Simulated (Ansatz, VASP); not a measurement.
# Ru (Ruthenium) in two plane-wave programs, part 2 of 2

Wanted: the spread between two codes on one cell, functional and k mesh. The cell is taken from a series of runs on this material, whose earlier steps may have relaxed, scaled, displaced or heated it; both programs get it as it stands.

VASP 6.6.1 and Ansatz 0.2.0.

So far: The structure; Ansatz: zone-centre phonons, LDA; VASP: zone-centre phonons, LDA.

**3. VASP: zone-centre phonons, LDA (continued)**

Level of this step: LDA; plane waves and PAW (Ru_pv) (VASP).

Numbers of over 12 decimals in the logs are rounded to 6 here.

From OUTCAR (step 3):

```text
ion  position               nearest neighbor table
   1  0.333  0.667  0.250-   2 2.62   2 2.62   2 2.62   2 2.62   2 2.62   2 2.62
   2  0.667  0.333  0.750-   1 2.62   1 2.62   1 2.62   1 2.62   1 2.62   1 2.62

  LATTYP: Found a hexagonal cell.
 ALAT       =     2.7016534664
 C/A-ratio  =     1.5546358294

 Subroutine GETGRP returns: Found 24 space group operations
 (whereof 12 operations were pure point group operations)

The static configuration has the point symmetry D_3d.
 The point group associated with its full space group is D_6h.

 Found    259 irreducible k-points:

   k-points           NKPTS =    259   k-points in BZ     NKDIM =    259   number of bands    NBANDS=     20

   dimension x,y,z NGX =    20 NGY =   20 NGZ =   32
   dimension x,y,z NGXF=    40 NGYF=   40 NGZF=   64

   ENCUT  =  500.0 eV  36.75 Ry    6.06 a.u.   4.93  4.93  7.66*2*pi/ulx,y,z

   NELECT =      28.0000    total number of electrons

 k-points in reciprocal lattice and weights: Automatic mesh
   0.00000000  0.00000000  0.00000000       0.000
   0.05555556  0.00000000  0.00000000       0.002
   0.11111111  0.00000000  0.00000000       0.002
   0.16666667 -0.00000000  0.00000000       0.002
   0.22222222  0.00000000  0.00000000       0.002
   0.27777778  0.00000000  0.00000000       0.002
   0.33333333  0.00000000  0.00000000       0.002
   0.38888889 -0.00000000  0.00000000       0.002
   0.44444444  0.00000000  0.00000000       0.002
[...]
0.33333333  0.27777778  0.50000000       0.003
   0.33333333  0.33333333  0.50000000       0.001

 average (electrostatic) potential at core
       1 -67.0782       2 -67.0782

  Total       -1.0851065     -1.0851065      0.1001344      0.0000000     -0.0000000     -0.0000000
  in kB      -65.4839285    -65.4839285      6.0429028      0.0000000     -0.0000000     -0.0000000
  external PRESSURE =     -41.6416514 kB  Pullay stress =       0.0000000 kB

  energy-cutoff  :      500.00
  volume of cell :       26.55
      direct lattice vectors                 reciprocal lattice vectors
     2.701653466  0.000000000  0.000000000     0.370143696  0.213702563  0.000000000
    -1.350826733  2.339700534  0.000000000     0.000000000  0.427405125  0.000000000
     0.000000000  0.000000000  4.200087277     0.000000000  0.000000000  0.238090290

 POSITION                                       TOTAL-FORCE (eV/Angst)
 -----------------------------------------------------------------------------------
      0.00000      1.55980      1.05002        -0.000000     -0.000000      0.000000
      1.35083      0.77990      3.15007         0.000000      0.000000      0.000000
 -----------------------------------------------------------------------------------
    total drift:                               -0.000000     -0.000000      0.000000

 Eigenvectors and eigenvalues of the dynamical matrix
 ----------------------------------------------------

   1 f  =    8.398490 THz    52.769267 2PiTHz  280.143462 cm-1    34.733347 meV
             X         Y         Z           dx          dy          dz
      0.000000  1.559800  1.050022     0.000000    0.000000   -0.707107
      1.350827  0.779900  3.150065    -0.000000    0.000000    0.707107

   2 f  =    6.327775 THz    39.758581 2PiTHz  211.071842 cm-1    26.169561 meV
             X         Y         Z           dx          dy          dz
      0.000000  1.559800  1.050022     0.707107   -0.000000    0.000000
      1.350827  0.779900  3.150065    -0.707107    0.000000    0.000000

   3 f  =    6.327775 THz    39.758581 2PiTHz  211.071842 cm-1    26.169561 meV
             X         Y         Z           dx          dy          dz
      0.000000  1.559800  1.050022    -0.000000    0.707107    0.000000
      1.350827  0.779900  3.150065    -0.000000   -0.707107    0.000000

   4 f  =    0.000000 THz     0.000000 2PiTHz    0.000000 cm-1     0.000000 meV
             X         Y         Z           dx          dy          dz
      0.000000  1.559800  1.050022    -0.000000    0.707107    0.000000
      1.350827  0.779900  3.150065    -0.000000    0.707107    0.000000

   5 f  =    0.000000 THz     0.000000 2PiTHz    0.000000 cm-1     0.000000 meV
             X         Y         Z           dx          dy          dz
      0.000000  1.559800  1.050022    -0.000000   -0.000000    0.707107
      1.350827  0.779900  3.150065     0.000000    0.000000    0.707107

   6 f/i=    0.000000 THz     0.000000 2PiTHz    0.000000 cm-1     0.000000 meV
             X         Y         Z           dx          dy          dz
      0.000000  1.559800  1.050022    -0.707107   -0.000000   -0.000000
      1.350827  0.779900  3.150065    -0.707107   -0.000000    0.000000

 ELASTIC MODULI CONTR FROM IONIC RELAXATION (kBar)
 Direction    XX          YY          ZZ          XY          YZ          ZX
 --------------------------------------------------------------------------------
 XX         -60.8135     60.8135     -0.0000      0.0000     -0.0000      0.0000
 YY          60.8135    -60.8135      0.0000     -0.0000      0.0000      0.0000
 ZZ          -0.0000      0.0000     -0.0000      0.0000     -0.0000      0.0000
 XY           0.0000     -0.0000      0.0000    -60.8135      0.0000      0.0000
 YZ          -0.0000      0.0000     -0.0000      0.0000     -0.0000      0.0000
 ZX           0.0000      0.0000      0.0000      0.0000      0.0000      0.0000
 --------------------------------------------------------------------------------
```

**4. Comparison**

Known differences besides the potentials themselves: the data sets hold 32 valence electrons in Ansatz (on its PAW soft_1 files) and 28 in VASP; the cutoff is 420 eV in Ansatz and 500 eV in VASP; VASP's log shows a relativistic correction to its local exchange, Ansatz's none. Total energies have different zeros and are not compared.

The two programs side by side:

```
                  quantity  Ansatz   VASP  difference
optical mode 1 to 2 (cm⁻¹)   210.9  211.1     -0.10 %
     optical mode 3 (cm⁻¹)   278.4  280.1     -0.61 %
```

Modes are paired by rising frequency, not by their patterns, so a pair may set unlike modes beside each other; they are those without the splitting of longitudinal modes.

**5. Outcome**

| Item | Value |
| --- | --- |
| r.m.s. difference of the optical zone-centre modes, each program's sorted by frequency (zone-centre phonons, LDA) | 1.00 cm⁻¹ |
| difference in optical mode 3 (zone-centre phonons, LDA) | -0.6 % |

What this shows: The r.m.s. difference of the optical zone-centre modes, each program's sorted by frequency is 1.00 cm⁻¹ (zone-centre phonons, LDA). The data sets hold unlike numbers of valence electrons (32 in Ansatz and 28 in VASP), so part of the differences comes from the potentials. Among the rows given in per cent, the largest difference of the zone-centre phonons, LDA pair is in optical mode 3, -0.6 %. How closely two codes agree says nothing of how well the functional describes the real material.

[Lines on the potential files, build, host, timing and source positions are cut from VASP's logs without a mark.]

[Logs are printed without paths, hosts, clocks, repeated set-up lines and the standing remarks that a program may print on its own settings, such as how far it seeks lower states.]

[Hosts, paths, dates, database ids (printed as entryN), source tags and the programs' standing remarks are cut or masked in the printed files.]
